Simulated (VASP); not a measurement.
Level of theory: PBEsol GGA, VASP's PBE PAW potentials (set 64) (plane waves; VASP 6.6.1).

VASP ran on this input.

### INCAR
```
! general
SYSTEM  = In
PREC    = Accurate
ENCUT   = 500
LREAL   = .FALSE.   ! projection in real space or not
LASPH   = .TRUE.

! electronic loop
EDIFF   = 1E-6
NELM    = 100   ! most electronic steps
ALGO    = Normal   ! blocked Davidson
LMAXMIX = 4   ! l cut-off of mixed one-centre charges

! smearing
ISMEAR  = 1
SIGMA   = 0.1   ! width (eV)

! functional
GGA     = PS   ! PBEsol

! ions
IBRION  = 2   ! conjugate gradients
NSW     = 40   ! most ionic steps
ISIF    = 3   ! ions, shape and volume
EDIFFG  = -0.02
PSTRESS = 450   ! kbar

! output
LWAVE   = .FALSE.
LCHARG  = .FALSE.
```

### POSCAR
```
In
1
   -1.4334454777     1.4334454777     2.1229387309
    1.4334454777    -1.4334454777     2.1229387309
    1.4334454777     1.4334454777    -2.1229387309
In
1
Direct
  0.0000000000   0.0000000000   0.0000000000
```

KPOINTS:
```
K-points
0
Gamma
18 18 18
0 0 0
```

POTCAR, in this order: In_d (PBE.64 set). Program: vasp_std.

Output of the run:

### OSZICAR
```
       N       E                     dE             d eps       ncg     rms          rms(c)
DAV:   1     0.679917820282E+02    0.67992E+02   -0.64872E+03  9698   0.184E+03
DAV:   2    -0.209797521419E+00   -0.68202E+02   -0.66842E+02  9816   0.290E+02
DAV:   3    -0.227534557394E+01   -0.20655E+01   -0.20572E+01 11168   0.609E+01
DAV:   4    -0.231581578744E+01   -0.40470E-01   -0.40455E-01 12102   0.782E+00
DAV:   5    -0.231735611953E+01   -0.15403E-02   -0.15403E-02 11988   0.128E+00    0.553E+00
DAV:   6    -0.222942037372E+01    0.87936E-01   -0.12977E-01 11086   0.999E+00    0.268E+00
DAV:   7    -0.220542299474E+01    0.23997E-01   -0.38501E-02 14676   0.511E+00    0.553E-01
DAV:   8    -0.220295595278E+01    0.24670E-02   -0.18112E-03 10792   0.949E-01    0.677E-02
DAV:   9    -0.220295495588E+01    0.99690E-06   -0.20509E-05 13568   0.725E-02    0.202E-02
DAV:  10    -0.220295631975E+01   -0.13639E-05   -0.12400E-06  6908   0.280E-02    0.382E-03
DAV:  11    -0.220295609921E+01    0.22053E-06   -0.43036E-07  5510   0.125E-02
   1 F= 0.26977848E+01 E0= 0.26978660E+01  d E =0.269778E+01
       N       E                     dE             d eps       ncg     rms          rms(c)
DAV:   1    -0.221651012796E+01   -0.13554E-01   -0.65970E-02 10928   0.442E+00    0.268E-01
DAV:   2    -0.221504812274E+01    0.14620E-02   -0.25256E-03 12016   0.130E+00    0.134E-01
DAV:   3    -0.221452214133E+01    0.52598E-03   -0.76353E-04 14392   0.833E-01    0.467E-02
DAV:   4    -0.221449198918E+01    0.30152E-04   -0.77959E-05 14042   0.199E-01    0.198E-02
DAV:   5    -0.221449133290E+01    0.65628E-06   -0.54181E-06 13624   0.444E-02
   2 F= 0.26975448E+01 E0= 0.26975689E+01  d E =-.240025E-03
       N       E                     dE             d eps       ncg     rms          rms(c)
DAV:   1    -0.221676979189E+01   -0.22778E-02   -0.24934E-03 10922   0.854E-01    0.513E-02
DAV:   2    -0.221671609558E+01    0.53696E-04   -0.93346E-05 12080   0.250E-01    0.256E-02
DAV:   3    -0.221669644495E+01    0.19651E-04   -0.28172E-05 14376   0.161E-01    0.927E-03
DAV:   4    -0.221669494383E+01    0.15011E-05   -0.25694E-06  9104   0.382E-02    0.352E-03
DAV:   5    -0.221669488113E+01    0.62699E-07   -0.42701E-07  4912   0.102E-02
   3 F= 0.26975315E+01 E0= 0.26975500E+01  d E =-.253255E-03
       N       E                     dE             d eps       ncg     rms          rms(c)
DAV:   1    -0.220401730119E+01    0.12678E-01   -0.63847E-02 10894   0.525E+00    0.292E-01
DAV:   2    -0.220230909529E+01    0.17082E-02   -0.34743E-03 11662   0.156E+00    0.125E-01
DAV:   3    -0.220187148919E+01    0.43761E-03   -0.80254E-04 14400   0.809E-01    0.451E-02
DAV:   4    -0.220184056791E+01    0.30921E-04   -0.75673E-05 12948   0.193E-01    0.179E-02
DAV:   5    -0.220184116904E+01   -0.60113E-06   -0.57825E-06 12372   0.409E-02
   4 F= 0.26974697E+01 E0= 0.26974819E+01  d E =-.618014E-04
       N       E                     dE             d eps       ncg     rms          rms(c)
DAV:   1    -0.220689434723E+01   -0.50538E-02   -0.66445E-03 10906   0.170E+00    0.940E-02
DAV:   2    -0.220671777486E+01    0.17657E-03   -0.36275E-04 11656   0.504E-01    0.405E-02
DAV:   3    -0.220667151540E+01    0.46259E-04   -0.84832E-05 14424   0.263E-01    0.144E-02
DAV:   4    -0.220666686113E+01    0.46543E-05   -0.79210E-06 12928   0.626E-02    0.567E-03
DAV:   5    -0.220666673214E+01    0.12899E-06   -0.40698E-07  5022   0.137E-02
   5 F= 0.26974529E+01 E0= 0.26974643E+01  d E =-.786780E-04
       N       E                     dE             d eps       ncg     rms          rms(c)
DAV:   1    -0.220893269014E+01   -0.22658E-02   -0.59551E-03 11234   0.106E+00    0.736E-02
DAV:   2    -0.220882046626E+01    0.11222E-03   -0.15490E-04 12548   0.316E-01    0.427E-02
DAV:   3    -0.220876650108E+01    0.53965E-04   -0.67622E-05 13572   0.258E-01    0.125E-02
DAV:   4    -0.220876548300E+01    0.10181E-05   -0.68035E-06 10922   0.458E-02    0.795E-03
DAV:   5    -0.220876530036E+01    0.18264E-06   -0.17480E-07  4994   0.127E-02
   6 F= 0.26974376E+01 E0= 0.26974519E+01  d E =-.152763E-04
```

### OUTCAR
```
------------------------ aborting loop because EDIFF is reached ----------------------------------------
  FORCE on cell =-STRESS in cart. coord.  units (eV):
  Direction    XX          YY          ZZ          XY          YZ          ZX
  --------------------------------------------------------------------------------------
  Total        4.9080225      4.9080225      4.9147656      0.0000000     -0.0000000      0.0000000
  in kB      450.1668964    450.1668964    450.7853817      0.0000000     -0.0000000      0.0000000
  external PRESSURE =       0.3730581 kB  Pullay stress =     450.0000000 kB
  volume of cell :       17.47
      direct lattice vectors                 reciprocal lattice vectors
    -1.429219969  1.429219969  2.137890360     0.000000000  0.349841180  0.233875417
     1.429219969 -1.429219969  2.137890360     0.349841180  0.000000000  0.233875417
     1.429219969  1.429219969 -2.137890360     0.349841180  0.349841180  0.000000000
 POSITION                                       TOTAL-FORCE (eV/Angst)
 -----------------------------------------------------------------------------------
      0.00000      0.00000     -0.00000        -0.000000     -0.000000      0.000000
 -----------------------------------------------------------------------------------
    total drift:                               -0.000000     -0.000000      0.000000
  FREE ENERGIE OF THE ION-ELECTRON SYSTEM (eV)
  ---------------------------------------------------
  free  energy   TOTEN  =        -2.2087653004 eV

  energy  without entropy=       -2.2087224466  energy(sigma->0) =       -2.20875102
  enthalpy is  TOTEN    =         2.6974375759 eV   P V=        4.9062028763

 reached required accuracy - stopping structural energy minimisation
```
(Selected blocks of OUTCAR.)

CONTCAR:
```
In
   1.00000000000000
    -1.4292199688564804    1.4292199688564804    2.1378903604595165
     1.4292199688564804   -1.4292199688564804    2.1378903604595165
     1.4292199688564804    1.4292199688564804   -2.1378903604595165
  In
     1
Direct
     0.0000000000000000    0.0000000000000000    0.0000000000000000
```

The compound is In in the bct structure. This run relaxes it under an external pressure of 45 GPa. Symmetry was kept, so distortions that lower it aren't found.
